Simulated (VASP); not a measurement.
An input for Quantum ESPRESSO's pw.x (written as the equivalent of a VASP run, and not itself run):

```
&CONTROL
  calculation = 'scf'
  pseudo_dir = './pseudo'
  outdir = './out'
  tprnfor = .true.
  tstress = .true.
/
&SYSTEM
  ibrav = 0
  nat = 4
  ntyp = 2
  ecutwfc = 84
  occupations = 'smearing'
  smearing = 'gaussian'
  degauss = 0.003675
  input_dft = 'pbe'
/
&ELECTRONS
  conv_thr = 7.3e-08
  electron_maxstep = 100
/
ATOMIC_SPECIES
  Mg 24.305 Mg.upf
  Te 127.600 Te.upf
CELL_PARAMETERS angstrom
     2.3045088   -3.9915268    0.0000000
     2.3045088    3.9915268   -0.0000000
     0.0000000   -0.0000000    7.4940826
ATOMIC_POSITIONS crystal
  Mg   0.6666670  0.3333330  0.4997535
  Mg   0.3333330  0.6666670  0.9997535
  Te   0.6666670  0.3333330  0.8762465
  Te   0.3333330  0.6666670  0.3762465
K_POINTS automatic
  5 5 3 0 0 0
```

Translate this input to VASP (INCAR, KPOINTS, POSCAR, choice of POTCAR).

Several could match; the one computed here: 
**INCAR**
```
ALGO = Normal
EDIFF = 1E-6
ENCUT = 350
GGA = PE
ISMEAR = 0
LASPH = .TRUE.
LCHARG = .TRUE.
LMAXMIX = 4
LREAL = .FALSE.
LWAVE = .FALSE.
NELM = 100
PREC = Accurate
SIGMA = 0.05
SYSTEM = MgTe
```

### POSCAR
```
MgTe
1
    2.3045088382    -3.9915268231     0.0000000000
    2.3045088382     3.9915268231    -0.0000000000
    0.0000000000    -0.0000000000     7.4940825998
Mg Te
2 2
Direct
  0.6666670000   0.3333330000   0.4997534903
  0.3333330000   0.6666670000   0.9997534903
  0.6666670000   0.3333330000   0.8762465097
  0.3333330000   0.6666670000   0.3762465097
```

File KPOINTS:
```
Automatic mesh
0
Gamma
5 5 3
0 0 0
```

POTCAR, in this order: Mg Te (PBE.64 set). Program: vasp_std.

The two are equivalent in intent, not identical: the potentials are each code's own (VASP's PAW set, PseudoDojo norm-conserving files in pw.x), so ENCUT and ecutwfc are chosen apart and not converted; conv_thr bounds pw.x's estimated SCF error, while EDIFF bounds the energy change between steps.

The compound is MgTe in the wurtzite structure. It was relaxed first.
